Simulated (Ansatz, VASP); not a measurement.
**Cross-check of Ge21H10 (Ge wire along [110], 42 atoms a period, H-terminated) between VASP and Ansatz**

Wanted: the spread between two codes on one cell, functional and k mesh. Of the first pair: The structure shown is the start of the Ansatz relaxation below; VASP solves that cell, so the two are compared at the walk's first step.

Main program and level: Ansatz 0.2.0; plane waves, with VASP 6.6.1 beside it; single point at PBE.

### Step 1. Set-up

The cell holds 62 atoms: 42 Ge and 20 H. Its edges and angles: a = 24.441 Å, b = 25.639 Å, c = 4.073 Å, α = 90.0°, β = 90.0°, γ = 90.0°. Vacuum lies along a and b. The structure's axis is c.

### Step 2. Ansatz: relaxation, PBE

Ansatz runs on its PAW soft_1 files.

The two programs are compared at the cell with which this relaxation starts, whose forces are those of its first step.

Input file input.yaml:

```yaml
crystal:
  lattice:
    - [24.441, 0.0, 0.0]
    - [0.0, 25.639, 0.0]
    - [0.0, 0.0, 4.0729350596]
  atoms:
    - { symbol: Ge, position: [0.175961148, 0.420575578, 0.0] }
    - { symbol: H, position: [0.198027904, 0.708540681, 0.0] }
    - { symbol: Ge, position: [0.234878541, 0.34114707, 0.0] }
    - { symbol: Ge, position: [0.234878541, 0.500004087, 0.0] }
    - { symbol: Ge, position: [0.41163072, 0.420575578, 0.0] }
    - { symbol: Ge, position: [0.41163072, 0.738289613, 0.0] }
    - { symbol: H, position: [0.433697476, 0.867397698, 0.0] }
    - { symbol: Ge, position: [0.470548113, 0.34114707, 0.0] }
    - { symbol: Ge, position: [0.470548113, 0.182290053, 0.0] }
    - { symbol: Ge, position: [0.470548113, 0.500004087, 0.0] }
    - { symbol: Ge, position: [0.647300291, 0.420575578, 0.0] }
    - { symbol: Ge, position: [0.647300291, 0.738289613, 0.0] }
    - { symbol: H, position: [0.684150928, 0.212038985, 0.0] }
    - { symbol: Ge, position: [0.706217684, 0.34114707, 0.0] }
    - { symbol: Ge, position: [0.706217684, 0.500004087, 0.0] }
    - { symbol: H, position: [0.860903107, 0.420575578, 0.187268604] }
    - { symbol: H, position: [0.860903107, 0.579432595, 0.187268604] }
    - { symbol: H, position: [0.139110511, 0.420575578, 0.312731396] }
    - { symbol: H, position: [0.139110511, 0.579432595, 0.312731396] }
    - { symbol: Ge, position: [0.293795934, 0.34114707, 0.5] }
    - { symbol: Ge, position: [0.293795934, 0.658861104, 0.5] }
    - { symbol: Ge, position: [0.293795934, 0.500004087, 0.5] }
    - { symbol: H, position: [0.31586269, 0.212038985, 0.5] }
    - { symbol: H, position: [0.31586269, 0.787969189, 0.5] }
    - { symbol: Ge, position: [0.352713327, 0.261718561, 0.5] }
    - { symbol: Ge, position: [0.352713327, 0.420575578, 0.5] }
    - { symbol: Ge, position: [0.352713327, 0.579432595, 0.5] }
    - { symbol: Ge, position: [0.352713327, 0.738289613, 0.5] }
    - { symbol: Ge, position: [0.529465506, 0.34114707, 0.5] }
    - { symbol: Ge, position: [0.529465506, 0.182290053, 0.5] }
    - { symbol: Ge, position: [0.529465506, 0.658861104, 0.5] }
    - { symbol: Ge, position: [0.529465506, 0.500004087, 0.5] }
    - { symbol: Ge, position: [0.529465506, 0.817718121, 0.5] }
    - { symbol: H, position: [0.566316143, 0.132610476, 0.5] }
    - { symbol: H, position: [0.566316143, 0.867397698, 0.5] }
    - { symbol: Ge, position: [0.588382898, 0.261718561, 0.5] }
    - { symbol: Ge, position: [0.588382898, 0.420575578, 0.5] }
    - { symbol: Ge, position: [0.588382898, 0.579432595, 0.5] }
    - { symbol: Ge, position: [0.588382898, 0.738289613, 0.5] }
    - { symbol: Ge, position: [0.765135077, 0.34114707, 0.5] }
    - { symbol: Ge, position: [0.765135077, 0.658861104, 0.5] }
    - { symbol: Ge, position: [0.765135077, 0.500004087, 0.5] }
    - { symbol: H, position: [0.801985714, 0.291467493, 0.5] }
    - { symbol: H, position: [0.801985714, 0.708540681, 0.5] }
    - { symbol: Ge, position: [0.82405247, 0.420575578, 0.5] }
    - { symbol: Ge, position: [0.82405247, 0.579432595, 0.5] }
    - { symbol: H, position: [0.139110511, 0.420575578, 0.687268604] }
    - { symbol: H, position: [0.139110511, 0.579432595, 0.687268604] }
    - { symbol: H, position: [0.860903107, 0.420575578, 0.812731396] }
    - { symbol: H, position: [0.860903107, 0.579432595, 0.812731396] }
    - { symbol: Ge, position: [0.175961148, 0.579432595, 0.0] }
    - { symbol: H, position: [0.198027904, 0.291467493, 0.0] }
    - { symbol: Ge, position: [0.234878541, 0.658861104, 0.0] }
    - { symbol: Ge, position: [0.41163072, 0.261718561, 0.0] }
    - { symbol: Ge, position: [0.41163072, 0.579432595, 0.0] }
    - { symbol: H, position: [0.433697476, 0.132610476, 0.0] }
    - { symbol: Ge, position: [0.470548113, 0.658861104, 0.0] }
    - { symbol: Ge, position: [0.470548113, 0.817718121, 0.0] }
    - { symbol: Ge, position: [0.647300291, 0.261718561, 0.0] }
    - { symbol: Ge, position: [0.647300291, 0.579432595, 0.0] }
    - { symbol: H, position: [0.684150928, 0.787969189, 0.0] }
    - { symbol: Ge, position: [0.706217684, 0.658861104, 0.0] }
kpoints:
  mp_grid: { grid: [1, 1, 20] }
scf:
  occupations: { method: fermi_dirac, width: 0.05 }
hamiltonian:
  xc: pbe
  pseudopotentials: { kind: paw, azcp: { folder: soft_1 } }
relax:
  cell: { fix: [a, b, alpha, beta, gamma] }
  max_steps: 45
  f_tol: 0.03
```

Started as:

```bash
> ansatz run input.yaml --threads 16 --pin off --max-ram 61440MiB --backend cuda --events-out ev --progress --plain --runs-dir out --max-vram 78GiB
```

Numbers of over 12 decimals in the logs are rounded to 6 here.

Output:

```text
Engine: ansatz 0.2.0, aarch64-unknown-linux-gnu
Pseudopotentials: kind: paw
Pseudopotential: Ge, paw, valence charge 14, recommended cutoff 420 eV (normal), soft_1/Ge.paw.azcp
Pseudopotential: H, paw, valence charge 1, recommended cutoff 420 eV (normal), soft_1/H.paw.azcp
Functional definition: PBE
  parameter kappa = 0.804
  parameter beta = 0.066725
  exchange = pbe_x(kappa = kappa, mu = beta*pi^2/3)
  correlation = pbe_c(beta = beta)
[...]
Crystal: 62 atoms, lattice volume = 2552.275 Å³
Basis set: ecut = 420 eV, 49861 PW (Γ), exchange–correlation on 360×360×60 points (8 copies of the dense FFT grid, shifted against one another)
Bands: 366, of which v1, the nominal top of the filled ones, is band 304 counted from 1 (303 counted from 0)
Symmetry: 8 space group operations
Space group: Pmma (ITA 51), of the structure as read, at distance tolerance 1.4e-4 Å
k-points: 11 of 20
Non-local potential: Ge, projectors of the file, l = 0: 2, l = 1: 2, l = 2: 3, l = 3: 1
Non-local potential: H, projectors of the file, l = 0: 2, l = 1: 1
PAW form: soft (Blöchl's): semilocal exchange-correlation on the pseudo side does not see the compensation charge
PAW one-centre angular grid: Ge, 590 points (default); XC on 64 Gauss nodes
PAW one-centre angular grid: H, 110 points (default); XC on 64 Gauss nodes
Initial density: superposition of atomic densities (neutral atoms: chi_scale 0, normalization atom)
Initial wavefunctions: pseudopotential atomic-orbital guess
[...]
Functional: x = pbe(κ = 0.804, μ = 0.219515), c = pbe(β = 0.066725)
SCF iter   1: F=—  HF=-180706.841412 eV  |F-HF|=—  |Δ(HF+E_count)|=         —  Δρ=3.23e-2  dr2=2.26e1  ethr=3.10e-3  ⟨swp⟩=6.0  Hψ=14804  notcnv=0  defer=137
preconditioner: auto → Resta (q_TF=auto, 2.148 Å⁻¹)  ε∞=1.7  [insulator: Δε(μ)=0.726 eV  Ē_g=21.752 eV  σ=0.050 eV  W_gap=1.00  n_scr=462 (ndim 8)  ℏωp=18.1 eV  f_vac=0.514  D(μ)=0.00/eV (n_scr^D=0)  ε∞_Penn≈1.7  vacuum switching on, ρ_ref=3.4e-2 e/Å³]
SCF iter   2: F=—  HF=-180702.759263 eV  |F-HF|=—  |Δ(HF+E_count)|=    4.08e0  Δρ=1.50e-2  dr2=6.67e0  ethr=3.10e-3  ⟨swp⟩=2.6  Hψ=5410  notcnv=0  defer=533
[...]
SCF iter  13: F=-180701.596723 eV  HF=-180701.596723 eV  |F-HF|=5.82e-9  |Δ(HF+E_count)|=   3.44e-8  Δρ=6.06e-7  dr2=1.59e-8  ethr=1.64e-11  ⟨swp⟩=4.0  Hψ=8854  notcnv=0
SCF 1 converged in 13 iterations: F = -180701.596723 eV  dr2 = 1.59e-8
  greatest PAW one-centre occupation: 0.998 electrons in one spin orbital (limit 2), on the Ge atom at site 45 (counted from 0), in its partial waves of l = 2
relax step   1: F+E_penalty+E_count = -180701.59672328 eV  Δ(F+E_penalty+E_count) = +0.000e0 eV  max|allowed force component| = 3.214e-1 eV/Å  Δτ_max = 0.0000 Å  P = -0.257 GPa  Ω = 2552.275 Å³  fix = [a, b, alpha, beta, gamma]  reactions: a -0.445, b -0.480 GPa  (13 SCF iters, dr2 threshold 1.00e-7 eV, accepted)
[...]
relax step   2: F+E_penalty+E_count = -180701.65217991 eV  Δ(F+E_penalty+E_count) = -5.546e-2 eV  max|allowed force component| = 2.705e-1 eV/Å  Δτ_max = 0.1571 Å  P = -0.065 GPa  Ω = 2608.449 Å³  energy of the carried Pulay correction = -8.100e-3 eV  fix = [a, b, alpha, beta, gamma]  reactions: a +0.092, b +0.095 GPa  (9 SCF iters, dr2 threshold 6.20e-6 eV, accepted)
[...]
relax step   3: F+E_penalty+E_count = -180701.79512089 eV  Δ(F+E_penalty+E_count) = -1.429e-1 eV  max|allowed force component| = 4.559e-2 eV/Å  Δτ_max = 0.0695 Å  P = -0.044 GPa  Ω = 2578.752 Å³  energy of the carried Pulay correction = -3.840e-3 eV  fix = [a, b, alpha, beta, gamma]  reactions: a -0.034, b -0.036 GPa  (8 SCF iters, dr2 threshold 4.57e-6 eV, accepted)
[...]
relax step   4: F+E_penalty+E_count = -180701.79731972 eV  Δ(F+E_penalty+E_count) = -2.199e-3 eV  max|allowed force component| = 1.014e-2 eV/Å  Δτ_max = 0.0043 Å  P = -0.007 GPa  Ω = 2576.211 Å³  energy of the carried Pulay correction = -3.473e-3 eV  fix = [a, b, alpha, beta, gamma]  reactions: a -0.008, b -0.005 GPa  (7 SCF iters, dr2 threshold 1.30e-7 eV, accepted)
[...]
relax step   5: F+E_penalty+E_count = -180701.80096985 eV  Δ(F+E_penalty+E_count) = -3.650e-3 eV  max|allowed force component| = 1.041e-2 eV/Å  Δτ_max = 0.0000 Å  P = -0.005 GPa  Ω = 2576.211 Å³  fix = [a, b, alpha, beta, gamma]  reactions: a -0.007, b -0.004 GPa  stress off target by 4.24e-3 GPa on what of the cell is left free  SCF on the basis re-selected at this cell (its energy is not comparable with the rows above)  (8 SCF iters)
[...]
- { symbol: H, position: [0.201178, 0.707063, 0] }
    - { symbol: Ge, position: [0.237714, 0.342753, 0] }
    - { symbol: Ge, position: [0.236725, 0.500000, 0] }
    - { symbol: Ge, position: [0.411921, 0.420760, 0] }
    - { symbol: Ge, position: [0.412238, 0.737507, 0] }
    - { symbol: H, position: [0.434596, 0.864880, 0] }
    - { symbol: Ge, position: [0.470845, 0.341550, 0] }
    - { symbol: Ge, position: [0.471712, 0.184520, 0] }
    - { symbol: Ge, position: [0.470828, 0.500000, 0] }
    - { symbol: Ge, position: [0.646387, 0.420719, 0] }
    - { symbol: Ge, position: [0.645087, 0.736118, 0] }
    - { symbol: H, position: [0.681917, 0.214211, 0] }
    - { symbol: Ge, position: [0.705015, 0.341686, 0] }
    - { symbol: Ge, position: [0.705091, 0.500000, 0] }
    - { symbol: H, position: [0.858990, 0.420955, 0.202002] }
    - { symbol: H, position: [0.858990, 0.579045, 0.202002] }
    - { symbol: H, position: [0.141010, 0.420955, 0.297998] }
    - { symbol: H, position: [0.141010, 0.579045, 0.297998] }
    - { symbol: Ge, position: [0.294985, 0.341686, 0.5] }
    - { symbol: Ge, position: [0.294985, 0.658314, 0.5] }
    - { symbol: Ge, position: [0.294909, 0.500000, 0.5] }
    - { symbol: H, position: [0.318083, 0.214211, 0.5] }
    - { symbol: H, position: [0.318083, 0.785789, 0.5] }
    - { symbol: Ge, position: [0.354913, 0.263882, 0.5] }
    - { symbol: Ge, position: [0.353613, 0.420719, 0.5] }
    - { symbol: Ge, position: [0.353613, 0.579281, 0.5] }
    - { symbol: Ge, position: [0.354913, 0.736118, 0.5] }
    - { symbol: Ge, position: [0.529155, 0.341550, 0.5] }
    - { symbol: Ge, position: [0.528288, 0.184520, 0.5] }
    - { symbol: Ge, position: [0.529155, 0.658450, 0.5] }
    - { symbol: Ge, position: [0.529172, 0.500000, 0.5] }
    - { symbol: Ge, position: [0.528288, 0.815480, 0.5] }
    - { symbol: H, position: [0.565404, 0.135120, 0.5] }
    - { symbol: H, position: [0.565404, 0.864880, 0.5] }
    - { symbol: Ge, position: [0.587762, 0.262493, 0.5] }
[...]
- { symbol: H, position: [0.798822, 0.292937, 0.5] }
    - { symbol: H, position: [0.798822, 0.707063, 0.5] }
[...]
- { symbol: H, position: [0.141010, 0.420955, 0.702002] }
    - { symbol: H, position: [0.141010, 0.579045, 0.702002] }
    - { symbol: H, position: [0.858990, 0.420955, 0.797998] }
    - { symbol: H, position: [0.858990, 0.579045, 0.797998] }
[...]
- { symbol: H, position: [0.201178, 0.292937, 0] }
    - { symbol: Ge, position: [0.237714, 0.657247, 0] }
    - { symbol: Ge, position: [0.412238, 0.262493, 0] }
    - { symbol: Ge, position: [0.411921, 0.579240, 0] }
    - { symbol: H, position: [0.434596, 0.135120, 0] }
    - { symbol: Ge, position: [0.470845, 0.658450, 0] }
    - { symbol: Ge, position: [0.471712, 0.815480, 0] }
    - { symbol: Ge, position: [0.645087, 0.263882, 0] }
    - { symbol: Ge, position: [0.646387, 0.579281, 0] }
    - { symbol: H, position: [0.681917, 0.785789, 0] }
    - { symbol: Ge, position: [0.705015, 0.658314, 0] }
```

### Step 3. VASP: single point, PBE, start cell, pair 1

The same cell, functional, mesh and smearing now go to VASP, with its own data sets.

Lines of VASP's logs that name or quote its potential files are left out, and so is its time.

Input file INCAR:

```
SYSTEM = Ge21H10
PREC = Accurate
ENCUT = 410
EDIFF = 1E-06
NELM = 120
ISMEAR = -1
SIGMA = 0.05
LREAL = Auto
ALGO = Normal
GGA = PE
NBANDS = 352
LORBIT = 11
LWAVE = .FALSE.
LCHARG = .FALSE.
ISIF = 2
LASPH = .TRUE.
GGA_COMPAT = .FALSE.
EFERMI = MIDGAP
```

Input file POSCAR:

```
Ge21H10
1.0
   24.4410000000      0.0000000000      0.0000000000
    0.0000000000     25.6390000000      0.0000000000
    0.0000000000      0.0000000000      4.0729350000
Ge H
42 20
Direct
    0.1759543390      0.4205714731      0.0000000000
    0.2348717319      0.3411429853      0.0000000000
    0.2348717319      0.5000000000      0.0000000000
    0.4116239106      0.4205714731      0.0000000000
    0.4116239106      0.7382855416      0.0000000000
    0.4705413035      0.3411429853      0.0000000000
    0.4705413035      0.1822859706      0.0000000000
    0.4705413035      0.5000000000      0.0000000000
    0.6472934823      0.4205714731      0.0000000000
    0.6472934823      0.7382855416      0.0000000000
    0.7062108752      0.3411429853      0.0000000000
    0.7062108752      0.5000000000      0.0000000000
    0.2937891248      0.3411429853      0.5000001228
    0.2937891248      0.6588570147      0.5000001228
    0.2937891248      0.5000000000      0.5000001228
    0.3527065177      0.2617144584      0.5000001228
    0.3527065177      0.4205714731      0.5000001228
    0.3527065177      0.5794285269      0.5000001228
    0.3527065177      0.7382855416      0.5000001228
    0.5294586965      0.3411429853      0.5000001228
    0.5294586965      0.1822859706      0.5000001228
    0.5294586965      0.6588570147      0.5000001228
    0.5294586965      0.5000000000      0.5000001228
    0.5294586965      0.8177140294      0.5000001228
    0.5883760894      0.2617144584      0.5000001228
    0.5883760894      0.4205714731      0.5000001228
    0.5883760894      0.5794285269      0.5000001228
    0.5883760894      0.7382855416      0.5000001228
    0.7651282681      0.3411429853      0.5000001228
    0.7651282681      0.6588570147      0.5000001228
    0.7651282681      0.5000000000      0.5000001228
    0.8240456610      0.4205714731      0.5000001228
    0.8240456610      0.5794285269      0.5000001228
    0.1759543390      0.5794285269      0.0000000000
    0.2348717319      0.6588570147      0.0000000000
    0.4116239106      0.2617144584      0.0000000000
    0.4116239106      0.5794285269      0.0000000000
    0.4705413035      0.6588570147      0.0000000000
    0.4705413035      0.8177140294      0.0000000000
    0.6472934823      0.2617144584      0.0000000000
    0.6472934823      0.5794285269      0.0000000000
    0.7062108752      0.6588570147      0.0000000000
    0.1980211121      0.7085366044      0.0000000000
    0.4336906837      0.8673936191      0.0000000000
    0.6841441021      0.2120349078      0.0000000000
    0.8608962808      0.4205714731      0.1872686404
    0.8608962808      0.5794285269      0.1872686404
    0.1391037192      0.4205714731      0.3127314823
    0.1391037192      0.5794285269      0.3127314823
    0.3158558979      0.2120349078      0.5000001228
    0.3158558979      0.7879650922      0.5000001228
    0.5663093163      0.1326063809      0.5000001228
    0.5663093163      0.8673936191      0.5000001228
    0.8019788879      0.2914633956      0.5000001228
    0.8019788879      0.7085366044      0.5000001228
    0.1391037192      0.4205714731      0.6872685177
    0.1391037192      0.5794285269      0.6872685177
    0.8608962808      0.4205714731      0.8127313596
    0.8608962808      0.5794285269      0.8127313596
    0.1980211121      0.2914633956      0.0000000000
    0.4336906837      0.1326063809      0.0000000000
    0.6841441021      0.7879650922      0.0000000000
```

Input file KPOINTS:

```
Automatic mesh
0
Gamma
1 1 20
0 0 0
```

Potentials, in the order of the species: Ge_d and H (PBE family, release 64).

Started as:

```bash
> export OMP_NUM_THREADS=3
> mpirun -np 1 vasp_std
```

Output:

```text
[banner, memory and clock lines left out]
running    1 mpi-ranks, on    1 nodes
[...]
Offloading initialized ...    1 GPUs detected
[...]
LDA part: xc-table for (Slater+PW92), standard interpolation
 POSCAR, INCAR and KPOINTS ok, starting setup
[...]
entering main loop
       N       E                     dE             d eps       ncg     rms          rms(c)
DAV:   1     0.776070505863E+04    0.77607E+04   -0.25549E+05  8408   0.284E+03
DAV:   2     0.144981474351E+04   -0.63109E+04   -0.61614E+04  9488   0.689E+02
DAV:   3    -0.832047226478E+02   -0.15330E+04   -0.14702E+04 10248   0.240E+02
DAV:   4    -0.250520515822E+03   -0.16732E+03   -0.16517E+03  9160   0.868E+01
[...]
DAV:  27    -0.252034994039E+03   -0.19522E-05   -0.13368E-07  4976   0.284E-03    0.148E-04
DAV:  28    -0.252034995480E+03   -0.14417E-05   -0.88436E-08  4968   0.175E-03    0.120E-04
DAV:  29    -0.252034996038E+03   -0.55745E-06   -0.63768E-08  4944   0.191E-03
   1 F= -.25203500E+03 E0= -.25203498E+03  d E =-.300594E-04
```

OUTCAR, selected parts (step 3):

```text
  Total      -10.7437641    -11.3402763     -1.0739745      0.0000000      0.0000000      0.0000000
  in kB       -6.7443409     -7.1187983     -0.6741818      0.0000000      0.0000000      0.0000000
  external PRESSURE =      -4.8457737 kB  Pullay stress =       0.0000000 kB

 POSITION                                       TOTAL-FORCE (eV/Angst)
 -----------------------------------------------------------------------------------
      4.30050     10.78303      0.00000         0.127614     -0.084697     -0.000000
      5.74050      8.74657      0.00000         0.043352      0.255571     -0.000000
      5.74050     12.81950      0.00000        -0.180167      0.000000     -0.000000
     10.06050     10.78303      0.00000         0.005769     -0.007344      0.000000
     10.06050     18.92890      0.00000        -0.056604      0.176865     -0.000000
     11.50050      8.74657      0.00000        -0.052786     -0.061152      0.000000
     11.50050      4.67363      0.00000         0.240263      0.103763      0.000000
     11.50050     12.81950      0.00000        -0.016613      0.000000     -0.000000
     15.82050     10.78303      0.00000         0.060122     -0.047018     -0.000000
     15.82050     18.92890      0.00000        -0.128049     -0.204189     -0.000000
     17.26050      8.74657      0.00000         0.113390     -0.145306     -0.000000
     17.26050     12.81950      0.00000         0.025192      0.000000     -0.000000
      7.18050      8.74657      2.03647        -0.113390     -0.145306      0.000000
      7.18050     16.89243      2.03647        -0.113390      0.145306      0.000000
[...]
-----------------------------------------------------------------------------------
    total drift:                                0.003818     -0.000000     -0.005850

  FREE ENERGIE OF THE ION-ELECTRON SYSTEM (eV)
  ---------------------------------------------------
  free  energy   TOTEN  =      -252.0349960377 eV

  energy  without entropy=     -252.0349659783  energy(sigma->0) =     -252.03498101

[... 2 further parts left out ...]
```

### Step 4. Comparison

Known differences besides the potentials themselves: the cutoff is 420 eV in Ansatz and 410 eV in VASP (PREC = Accurate, projectors in real space). Total energies have different zeros and are not compared.

Forces on 7 of the 62 atoms, those with the largest forces and the largest differences (eV/Å; atoms numbered as in POSCAR):

| atom | Ansatz x, y, z | VASP x, y, z |
| --- | --- | --- |
| H46 | -0.043, 0.017, 0.321 | -0.055, 0.017, 0.342 |
| H47 | -0.043, -0.017, 0.321 | -0.055, -0.017, 0.342 |
| H49 | 0.043, -0.017, -0.321 | 0.055, -0.017, -0.342 |
| H56 | 0.043, 0.017, 0.321 | 0.055, 0.017, 0.342 |
| H57 | 0.043, -0.017, 0.321 | 0.055, -0.017, 0.342 |
| H58 | -0.043, 0.017, -0.321 | -0.055, 0.017, -0.342 |
| H59 | -0.043, -0.017, -0.321 | -0.055, -0.017, -0.342 |

The forces differ by 8.8 meV/Å r.m.s., which is 8.0 % of the r.m.s. force of 0.110 eV/Å (both taken over all components).

[end of part 1 of 2]

[Lines on the potential files, build, host, timing and source positions are cut from VASP's logs without a mark.]

[Logs are printed without paths, hosts, clocks, repeated set-up lines and the standing remarks that a program may print on its own settings, such as how far it seeks lower states.]

[Hosts, paths, dates, database ids (printed as entryN), source tags and the programs' standing remarks are cut or masked in the printed files.]
